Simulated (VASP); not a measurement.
Method: PBEsol GGA, VASP's PBE PAW potentials (set 64) (plane waves; VASP).

Input for VASP

POSCAR:
```
ZnSe
1
    0.0000000000     2.8214641734     2.8214641734
    2.8214641734     0.0000000000     2.8214641734
    2.8214641734     2.8214641734     0.0000000000
Zn Se
1 1
Direct
  0.0000000000   0.0000000000   0.0000000000
  0.2500000000   0.2500000000   0.2500000000
```

**INCAR**
```
SYSTEM = ZnSe
PREC = Accurate
ENCUT = 500
EDIFF = 1E-6
NELM = 100
ALGO = Normal
LREAL = .FALSE.
LASPH = .TRUE.
ISMEAR = 0
SIGMA = 0.05
GGA = PS
LMAXMIX = 4
LWAVE = .FALSE.
LCHARG = .FALSE.
IBRION = 2
ISIF = 3
NSW = 40
EDIFFG = -0.02
PSTRESS = 50
```

File KPOINTS:
```
Automatic mesh
0
Gamma
8 8 8
0 0 0
```

POTCAR, in this order: Zn Se (PBE.64 set). Program: vasp_std.

The resulting files:

OSZICAR:
```
       N       E                     dE             d eps       ncg     rms          rms(c)
DAV:   1     0.823202329666E+02    0.82320E+02   -0.89092E+03   762   0.156E+03
DAV:   2    -0.161451689900E+01   -0.83935E+02   -0.80556E+02   809   0.268E+02
DAV:   3    -0.702591593083E+01   -0.54114E+01   -0.53877E+01   929   0.683E+01
DAV:   4    -0.707773301102E+01   -0.51817E-01   -0.51806E-01   814   0.720E+00
DAV:   5    -0.707800683253E+01   -0.27382E-03   -0.27382E-03   909   0.498E-01    0.499E+00
DAV:   6    -0.679219790934E+01    0.28581E+00   -0.81782E-01   967   0.335E+01    0.382E+00
DAV:   7    -0.677560088177E+01    0.16597E-01   -0.22372E-01   819   0.491E+00    0.165E+00
DAV:   8    -0.677342683320E+01    0.21740E-02   -0.37995E-03   889   0.673E-01    0.475E-01
DAV:   9    -0.677318097698E+01    0.24586E-03   -0.78465E-04   887   0.434E-01    0.667E-02
DAV:  10    -0.677322655051E+01   -0.45574E-04   -0.20144E-04   903   0.196E-01    0.213E-02
DAV:  11    -0.677322602090E+01    0.52961E-06   -0.26554E-05   890   0.788E-02    0.454E-03
DAV:  12    -0.677322613976E+01   -0.11887E-06   -0.71430E-06   884   0.199E-02
   1 F= -.53713390E+01 E0= -.53713390E+01  d E =-.537134E+01
       N       E                     dE             d eps       ncg     rms          rms(c)
DAV:   1    -0.900359516250E+01   -0.22304E+01   -0.26488E+01   914   0.106E+02    0.115E+01
DAV:   2    -0.701831333808E+01    0.19853E+01   -0.11959E+01   819   0.119E+02    0.398E+00
DAV:   3    -0.673447674557E+01    0.28384E+00   -0.92465E-01   899   0.245E+01    0.188E+00
DAV:   4    -0.667548744724E+01    0.58989E-01   -0.17906E-01   839   0.336E+00    0.874E-01
DAV:   5    -0.666850236241E+01    0.69851E-02   -0.69441E-03  1123   0.282E+00    0.480E-01
DAV:   6    -0.666618906952E+01    0.23133E-02   -0.45904E-03  1181   0.188E+00    0.540E-02
DAV:   7    -0.666623769834E+01   -0.48629E-04   -0.21788E-03   907   0.105E+00    0.553E-02
DAV:   8    -0.666622652911E+01    0.11169E-04   -0.24798E-04   899   0.412E-01    0.709E-03
DAV:   9    -0.666622755975E+01   -0.10306E-05   -0.27821E-05   844   0.949E-02    0.530E-03
DAV:  10    -0.666622746369E+01    0.96057E-07   -0.14250E-06   475   0.203E-02
   2 F= -.54037053E+01 E0= -.54037053E+01  d E =-.323662E-01
       N       E                     dE             d eps       ncg     rms          rms(c)
DAV:   1    -0.699592822831E+01   -0.32970E+00   -0.35070E+00   909   0.453E+01    0.361E+00
DAV:   2    -0.676805820883E+01    0.22787E+00   -0.74179E-01   894   0.234E+01    0.140E+00
DAV:   3    -0.673907008569E+01    0.28988E-01   -0.29424E-02   804   0.154E+00    0.682E-01
DAV:   4    -0.673193842509E+01    0.71317E-02   -0.45118E-03   819   0.614E-01    0.225E-01
DAV:   5    -0.673126885037E+01    0.66957E-03   -0.86823E-04  1211   0.654E-01    0.213E-02
DAV:   6    -0.673128164109E+01   -0.12791E-04   -0.29937E-04   799   0.309E-01    0.225E-02
DAV:   7    -0.673128617534E+01   -0.45343E-05   -0.35460E-05   939   0.130E-01    0.109E-02
DAV:   8    -0.673128485380E+01    0.13215E-05   -0.74736E-06   774   0.551E-02    0.188E-03
DAV:   9    -0.673128487478E+01   -0.20977E-07   -0.33571E-07   397   0.590E-03
   3 F= -.54202068E+01 E0= -.54202068E+01  d E =-.488677E-01
```

OUTCAR:
```
------------------------ aborting loop because EDIFF is reached ----------------------------------------
  FORCE on cell =-STRESS in cart. coord.  units (eV):
  Direction    XX          YY          ZZ          XY          YZ          ZX
  --------------------------------------------------------------------------------------
  Total        1.3106339      1.3106339      1.3106339      0.0000000      0.0000000      0.0000000
  in kB       49.9830606     49.9830606     49.9830606      0.0000000      0.0000000      0.0000000
  external PRESSURE =      -0.0169394 kB  Pullay stress =      50.0000000 kB
  volume of cell :       42.01
      direct lattice vectors                 reciprocal lattice vectors
     0.000000000  2.759177980  2.759177980    -0.181213392  0.181213392  0.181213392
     2.759177980 -0.000000000  2.759177980     0.181213392 -0.181213392  0.181213392
     2.759177980  2.759177980 -0.000000000     0.181213392  0.181213392 -0.181213392
  FREE ENERGIE OF THE ION-ELECTRON SYSTEM (eV)
  ---------------------------------------------------
  free  energy   TOTEN  =        -6.7312848748 eV

  energy  without entropy=       -6.7312848748  energy(sigma->0) =       -6.73128487
  enthalpy is  TOTEN    =        -5.4202067718 eV   P V=        1.3110781030

 reached required accuracy - stopping structural energy minimisation
```
(Selected blocks of OUTCAR.)

**CONTCAR**
```
ZnSe
   1.00000000000000
     0.0000000000000000    2.7591779803689063    2.7591779803689063
     2.7591779803689063   -0.0000000000000000    2.7591779803689063
     2.7591779803689063    2.7591779803689063   -0.0000000000000000
  Zn              Se
     1     1
Direct
     0.0000000000000000    0.0000000000000000    0.0000000000000000
     0.2500000000000000    0.2500000000000000    0.2500000000000000
```

Energy and stress use the plane-wave basis of the starting cell.

The structure was generated: ZnSe was put into the zinc blende type (F-43m), which need not be its known phase. This run relaxes it under an external pressure of 5 GPa. Symmetry was kept, so distortions that lower it aren't found.
